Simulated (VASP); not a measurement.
# Na3Al (Fm-3m) in VASP: further runs

One crystal, Na3Al, is run at these levels: LDA; tasks: single point.

All numbers are computed with VASP 6.6.1; they aren't measurements. Logs are shortened: lines on timing, memory, paths and dates and some standing lists are left out, and cuts for length are marked.

## (1) Starting point

The structure is cubic, space group Fm-3m (No. 225). Conventional cell: a = 7.666 Å, b = 7.666 Å, c = 7.666 Å, α = 90.00°, β = 90.00°, γ = 90.00°. Na (site symmetry -43m) is surrounded by 4 Na at 3.32 Å and 4 Al at 3.32 Å. Na (site symmetry m-3m) has 8 Na at 3.32 Å as nearest neighbours. Al (site symmetry m-3m) has 8 Na at 3.32 Å as nearest neighbours.

The cell comes from a database or a generator and needn't be the stable form of this composition.

## (2) Single point, LDA

Contents of INCAR:

```
PREC = Accurate
ENCUT = 520
EDIFF = 1E-6
ISMEAR = 1
SIGMA = 0.1
LREAL = False
LASPH = True
NELM = 60
ALGO = Fast
ISIF = 2
LWAVE = False
LCHARG = False
GGA = CA
NBANDS = 20
```

Contents of KPOINTS:

```
Automatic mesh
0
Gamma
  2 2 2
```

Contents of POSCAR:

```
Na3Al
1.0
    0.0000000000      3.8330040000      3.8330040000
    3.8330040000      0.0000000000      3.8330040000
    3.8330040000      3.8330040000      0.0000000000
Na Al
3 1
Direct
    0.2500000000      0.2500000000      0.2500000000
    0.7500000000      0.7500000000      0.7500000000
    0.5000000000      0.5000000000      0.5000000000
    0.0000000000      0.0000000000      0.0000000000
```

Potentials or basis: VASP PAW LDA potentials, release 64 (Na_pv, Al).

Run with:

```console
$ cat potpaw_LDA.64/Na_pv/POTCAR potpaw_LDA.64/Al/POTCAR > POTCAR
$ mpirun -np 1 vasp_std > vasp.out
```

OUTCAR:

```text
PREC = Accurate
   ENCUT = 520
   EDIFF = 1E-6
   ISMEAR = 1
   LREAL = False
   LASPH = True
   NELM = 60
   ISIF = 2
   GGA = CA

 ion  position               nearest neighbor table
   1  0.250  0.250  0.250-
   2  0.750  0.750  0.750-
   3  0.500  0.500  0.500-
   4  0.000  0.000  0.000-

  LATTYP: Found a face centered cubic cell.
 ALAT       =     7.6660080000

  Lattice vectors:

 A1 = (   0.0000000000,   3.8330040000,   3.8330040000)
 A2 = (   3.8330040000,   0.0000000000,   3.8330040000)
 A3 = (   3.8330040000,   3.8330040000,   0.0000000000)

Analysis of symmetry for initial positions (statically):
=====================================================================
 Subroutine PRICEL returns:
 Original cell was already a primitive cell.

 Routine SETGRP: Setting up the symmetry group for a
 face centered cubic supercell.

 Subroutine GETGRP returns: Found 48 space group operations
 (whereof 48 operations were pure point group operations)
 out of a pool of 48 trial point group operations.

The static configuration has the point symmetry O_h .

Analysis of symmetry for dynamics (positions and initial velocities):
=====================================================================
 Subroutine PRICEL returns:
 Original cell was already a primitive cell.

 Routine SETGRP: Setting up the symmetry group for a
 face centered cubic supercell.

 Subroutine GETGRP returns: Found 48 space group operations
 (whereof 48 operations were pure point group operations)
 out of a pool of 48 trial point group operations.

The dynamic configuration has the point symmetry O_h .

 Subroutine INISYM returns: Found 48 space group operations
 (whereof 48 operations are pure point group operations),
 and found     1 'primitive' translations

----------------------------------------------------------------------------------------

                                     Primitive cell

  volume of cell :     112.6284

  direct lattice vectors                    reciprocal lattice vectors
     0.000000000  3.833004000  3.833004000    -0.130445990  0.130445990  0.130445990
     3.833004000  0.000000000  3.833004000     0.130445990 -0.130445990  0.130445990
     3.833004000  3.833004000  0.000000000     0.130445990  0.130445990 -0.130445990

  length of vectors
     5.420686241  5.420686241  5.420686241     0.225939082  0.225939082  0.225939082

  position of ions in fractional coordinates (direct lattice)
     0.250000000  0.250000000  0.250000000
     0.750000000  0.750000000  0.750000000
     0.500000000  0.500000000  0.500000000
     0.000000000  0.000000000  0.000000000

  ion indices of the primitive-cell ions
   primitive index   ion index
                 1           1
                 2           2
                 3           3
                 4           4

----------------------------------------------------------------------------------------

 KPOINTS: Automatic mesh

Automatic generation of k-mesh.
 Grid dimensions read from file:
 generate k-points for:    2    2    2

 Generating k-lattice:

  Cartesian coordinates                     Fractional coordinates (reciprocal lattice)
    -0.065222995  0.065222995  0.065222995     0.500000000  0.000000000  0.000000000
     0.065222995 -0.065222995  0.065222995     0.000000000  0.500000000  0.000000000
     0.065222995  0.065222995 -0.065222995     0.000000000  0.000000000  0.500000000

  Length of vectors
     0.112969541  0.112969541  0.112969541

  Shift w.r.t. Gamma in fractional coordinates (k-lattice)
     0.000000000  0.000000000  0.000000000

 Subroutine IBZKPT returns following result:
 ===========================================

 Found      3 irreducible k-points:

 Following reciprocal coordinates:
            Coordinates               Weight
  0.000000  0.000000  0.000000      1.000000
  0.500000  0.000000  0.000000      4.000000
  0.500000  0.500000  0.000000      3.000000
   k-points           NKPTS =      3   k-points in BZ     NKDIM =      3   number of bands    NBANDS=     20
   number of dos      NEDOS =    301   number of ions     NIONS =      4
   total plane-waves  NPLWV =  64000
   dimension x,y,z NGX =    40 NGY =   40 NGZ =   40
   dimension x,y,z NGXF=    80 NGYF=   80 NGZF=   80
   ions per type =               3   1
   NGX,Y,Z   is equivalent  to a cutoff of  12.27, 12.27, 12.27 a.u.
   NGXF,Y,Z  is equivalent  to a cutoff of  24.54, 24.54, 24.54 a.u.
 SYSTEM =  unknown system
   PREC   = accura    normal or accurate (medium, high low for compatibility)
   ISTART =      0    job   : 0-new  1-cont  2-samecut
   ICHARG =      2    charge: 1-file 2-atom 10-const
   ISPIN  =      1    spin polarized calculation?
   LNONCOLLINEAR =      F non collinear calculations
   LSORBIT =      F    spin-orbit coupling
   LASPH  =      T    aspherical Exc in radial PAW
   ENCUT  =  520.0 eV  38.22 Ry    6.18 a.u.  10.08 10.08 10.08*2*pi/ulx,y,z
   NELM   =     60;   NELMIN=  2; NELMDL= -5     # of ELM steps
   EDIFF  = 0.1E-05   stopping-criterion for ELM
   LREAL  =      F    real-space projection
   EDIFFG = 0.1E-04   stopping-criterion for IOM
   NSW    =      0    number of steps for IOM
   IBRION =     -1    ionic relax: 0-MD 1-quasi-New 2-CG
   NFREE  =      0    steps in history (QN), initial steepest desc. (CG)
   ISIF   =      2    stress and relaxation
   ISYM   =      2    0-nonsym 1-usesym 2-fastsym
   POTIM  = 0.5000    time-step for ionic-motion
   TEBEG  =    0.0;   TEEND  =   0.0 temperature during run
   PSTRESS=    0.0 pullay stress
   NELECT =      24.0000    total number of electrons
   NUPDOWN=      -1.0000    fix difference up-down
   EMIN   =  10.00;   EMAX   =-10.00  energy-range for DOS
   EFERMI =   0.00;   METHOD = LEGACY
   ISMEAR =     1;   SIGMA  =   0.10  broadening in eV -4-tet -1-fermi 0-gaus
   EFERMI_NEDOS =   21; number of points for ismear=-14 and -15
   IALGO  =     68    algorithm
   IMIX   =      4    mixing-type and parameters
     AMIX     =   0.40;   BMIX     =  1.00
     AMIX_MAG =   1.60;   BMIX_MAG =  1.00
  volume/ion in A,a.u.               =      28.16       190.01
  Fermi-wavevector in a.u.,A,eV,Ry     =   0.977828  1.847828 13.009188  0.956148
  Thomas-Fermi vector in A             =   2.108556
   LORBIT       =      0    0 simple, 1 ext, 2 COOP (PROOUT), +10 PAW based schemes
   GGA     = CA    functional components
   LHFCALC =     F    Hartree Fock is set to
   AEXX    =    0.0000 exact exchange contribution
   IVDW    =     0    specifies the selected vdW correction
   LEPSILON=     F    determine dielectric tensor
   LRPA    =     F    only Hartree local field effects (RPA)
 non-spin polarized calculation
 RMM-DIIS sequential band-by-band and
 Methfessel and Paxton  Order N= 1 SIGMA  =   0.10
  energy-cutoff  :      520.00
  volume of cell :      112.63
 maximum number of plane-waves:      3071
   NGX = 21   NGY = 21   NGZ = 21

 number of electron      23.9999979 magnetization

 Free energy of the ion-electron system (eV)
  ---------------------------------------------------
  ext. energy  EPLUGINS =         0.00000000
  ---------------------------------------------------
  free energy    TOTEN  =        -7.19825795 eV

  energy without entropy =       -7.19083819  energy(sigma->0) =       -7.19578470

 E-fermi :   1.8447     XC(G=0):  -7.7878

 val. band max:        1.7982908008   @ k =   0.5000   0.5000   0.0000
 cond. band min:       1.9102569475   @ k =   0.5000   0.0000   0.0000
 fundamental gap:      0.1119661467
 Fermi energy:         1.8446576634

 k-point     1 :       0.0000    0.0000    0.0000
  band No.  band energies     occupation
      1     -23.1945      2.00000
      2     -23.1945      2.00000
      3     -23.1945      2.00000
      4     -23.1838      2.00000
      5     -23.1838      2.00000
      6     -23.1838      2.00000
      7     -22.9015      2.00000
      8     -22.9015      2.00000
      9     -22.9015      2.00000
     10      -4.2521      2.00000
     11       2.2809     -0.00000
     12       2.2809     -0.00000
     13       2.2809     -0.00000
     14       2.7013     -0.00000
     15       4.4775      0.00000
     16       4.4775      0.00000
     17       4.4775      0.00000
     18       6.1673      0.00000
     19       6.1673      0.00000
     20       6.7586      0.00000

 k-point     2 :       0.5000    0.0000    0.0000
  band No.  band energies     occupation
      1     -23.1909      2.00000
      2     -23.1909      2.00000
      3     -23.1905      2.00000
      4     -23.1887      2.00000
      5     -23.1884      2.00000
      6     -23.1884      2.00000
      7     -22.9023      2.00000
      8     -22.9007      2.00000
      9     -22.9007      2.00000
     10      -3.3406      2.00000
     11      -1.0282      2.00000
     12       1.9103      0.11288
     13       1.9103      0.11288
     14       3.0903     -0.00000
     15       4.0120      0.00000
     16       4.0120      0.00000
     17       5.3710      0.00000
     18       7.9250      0.00000
     19       7.9315      0.00000
     20       7.9472      0.00000

 k-point     3 :       0.5000    0.5000    0.0000
  band No.  band energies     occupation
      1     -23.1999      2.00000
      2     -23.1999      2.00000
      3     -23.1984      2.00000
      4     -23.1806      2.00000
      5     -23.1806      2.00000
      6     -23.1792      2.00000
      7     -22.9039      2.00000
      8     -22.8999      2.00000
      9     -22.8999      2.00000
     10      -3.0508      2.00000
     11      -0.6065      2.00000
     12       1.0447      2.00000
     13       1.0447      2.00000
     14       1.7983      1.69899
     15       2.9454     -0.00000
     16       7.4132      0.00000
     17       7.4132      0.00000
     18       8.0838      0.00000
     19       8.2616      0.00000
     20       8.7756      0.00000

------------------------ aborting loop because EDIFF is reached ----------------------------------------

  FORCE on cell =-STRESS in cart. coord.  units (eV):
  Direction    XX          YY          ZZ          XY          YZ          ZX
  --------------------------------------------------------------------------------------
  -------------------------------------------------------------------------------------
  Total       -0.7281797     -0.7281797     -0.7281797     -0.0000000     -0.0000000      0.0000000
  in kB      -10.3586063    -10.3586063    -10.3586063     -0.0000000     -0.0000000      0.0000000
  external PRESSURE =     -10.3586063 kB  Pullay stress =       0.0000000 kB

 VOLUME and BASIS-vectors are now :
 -----------------------------------------------------------------------------
  energy-cutoff  :      520.00
  volume of cell :      112.63
      direct lattice vectors                 reciprocal lattice vectors
     0.000000000  3.833004000  3.833004000    -0.130445990  0.130445990  0.130445990
     3.833004000  0.000000000  3.833004000     0.130445990 -0.130445990  0.130445990
     3.833004000  3.833004000  0.000000000     0.130445990  0.130445990 -0.130445990

 POSITION                                       TOTAL-FORCE (eV/Angst)
 -----------------------------------------------------------------------------------
      1.91650      1.91650      1.91650         0.000000      0.000000      0.000000
      5.74951      5.74951      5.74951        -0.000000     -0.000000     -0.000000
      3.83300      3.83300      3.83300         0.000000      0.000000      0.000000
      0.00000      0.00000      0.00000         0.000000      0.000000      0.000000
 -----------------------------------------------------------------------------------
    total drift:                               -0.000000     -0.000000      0.000000

  FREE ENERGIE OF THE ION-ELECTRON SYSTEM (eV)
  ---------------------------------------------------
  free  energy   TOTEN  =        -7.1982579539 eV

  energy  without entropy=       -7.1908381904  energy(sigma->0) =       -7.19578470
```

It took 13 s on 1 thread of Intel Xeon Platinum 8488C (Sapphire Rapids), shared host; peak memory 0.17 GiB.

What came out:

| Quantity | Value |
| --- | --- |
| Free energy | -7.1983 eV |
| Pressure | -1.0 GPa |
| Band gap on the k mesh | none (metal or under the smearing width) |

Levels at points of the mesh, in eV from the Fermi level:
```tsv
k point	band 9	band 10	band 11	band 12	band 13	band 14
(0.00, 0.00, 0.00)	-24.75	-6.10	0.44	0.44	0.44	0.86
(0.50, 0.00, 0.00)	-24.75	-5.19	-2.87	0.07	0.07	1.25
(0.50, 0.50, 0.00)	-24.74	-4.90	-2.45	-0.80	-0.80	-0.05
```

Caveat: the k mesh is coarse (spacing up to 0.71 Å⁻¹), so the values aren't converged.

[end of part 1 of 2]
